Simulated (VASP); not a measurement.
Given:

```yaml
crystal:
  lattice:
    - [4.05527, 0.00000, 0.00000]
    - [0.00000, 4.05527, 0.00000]
    - [0.00000, 0.00000, 7.14054]
  atoms:
    - { symbol: Pt, position: [0.00000, 0.50000, 0.00000] }
    - { symbol: Pt, position: [0.50000, 0.00000, 0.50000] }
    - { symbol: Te, position: [0.00000, 0.00000, 0.25000] }
    - { symbol: Te, position: [0.00000, 0.00000, 0.75000] }
```

Computed with PBE GGA, VASP's PBE PAW potentials (set 64) (plane waves; VASP 6.6.1). Numerical set-up: PREC = Low, 400 eV cut-off, 5×5×3 Γ-centred mesh, Gaussian smearing of 0.050 eV, potentials Pt Te.

Question: Give the stress tensor in GPa (positive for a compressed cell).

Answer: 
```
-5.00   0.00   0.00
 0.00  -5.00   0.00
 0.00   0.00  -8.80
```
The pressure is its mean diagonal, -6.26 GPa.

The structure was generated: TePt was put into the PtS type (P4_2/mmc), which need not be its known phase. The cell was not relaxed at this level. The k-mesh is coarse (spacing up to 0.31 per Å, 2π included), so the numbers may not be converged in it. The run is one of a series of settings (PREC = Low against the base run), some of them coarse on purpose.
